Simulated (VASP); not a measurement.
Al3GaO6:

```xyz
10
Lattice="-2.4236 4.1979 0.0000 -4.8473 0.0000 0.0000 -2.4236 1.3993 4.4105" Properties=species:S:1:pos:R:3 pbc="T T T"
Ga   -4.8473    2.7986    4.1623
Al   -2.4236    1.3993    2.4535
Al   -7.2709    4.1979    1.9570
Al   -4.8473    2.7986    0.2483
O    -3.9076    1.3993    1.1026
O    -3.1656    2.9127    3.3079
O    -6.5289    2.6844    1.1026
O    -4.1053    4.3120    1.1026
O    -5.5893    1.2852    3.3079
O    -5.7869    4.1979    3.3079
```

The cell comes from a database or a generator and needn't be the stable form of this composition.

| Item | Value |
| --- | --- |
| Program | VASP 6.6.1 |
| Task | relaxation of cell and atoms |
| Functional | PBE |
| Potentials or basis | VASP PAW PBE potentials, release 64 (Ga_d, Al, O) |
| Cutoff | 600 eV |
| k mesh | 6 × 6 × 6 |
| Occupations | gaussian, width 0.02 eV |
| Spin | no spin polarisation |

At the start: pressure 3.4 GPa; volume 8.97 Å³/atom.

Question: Where does the relaxation end?

Answer: Over 13 steps the energy falls by 25.1 meV/atom and the volume is 9.07 Å³/atom (+1.0 %); space group R3 (No. 146, to 0.05 Å).

Step by step:
```tsv
step	energy change (eV)	largest force (eV/Å)	pressure (GPa)	volume (Å³)
1	0.0000	1.4644	3.37	89.75
2	-0.1837	0.4687	-3.41	92.22
3	-0.2006	0.4867	-2.09	91.64
4	-0.2333	0.2904	0.78	90.39
5	-0.2346	0.2612	1.55	90.09
6	-0.2481	0.1307	-0.03	90.65
7	-0.2483	0.1438	-0.26	90.73
8	-0.2503	0.0350	0.04	90.62
9	-0.2503	0.0340	0.00	90.63
10	-0.2505	0.0216	0.03	90.62
11	-0.2505	0.0181	0.04	90.62
12	-0.2506	0.0056	-0.06	90.65
13	-0.2506	0.0045	-0.04	90.66
```

Final structure:
```xyz
10
Lattice="-2.4353 4.2180 0.0000 -4.8705 0.0000 0.0000 -2.4353 1.4060 4.4128" Properties=species:S:1:pos:R:3 pbc="T T T"
Ga   -4.8705    2.8120    4.0760
Al   -2.4353    1.4060    2.4127
Al   -7.3058    4.2180    1.9586
Al   -4.8705    2.8120    0.2675
O    -3.9530    1.4243    1.1424
O    -3.1053    2.9220    3.3074
O    -6.5311    2.7112    1.1424
O    -4.1275    4.3005    1.1424
O    -5.6579    1.2283    3.3074
O    -5.8484    4.2858    3.3074
```
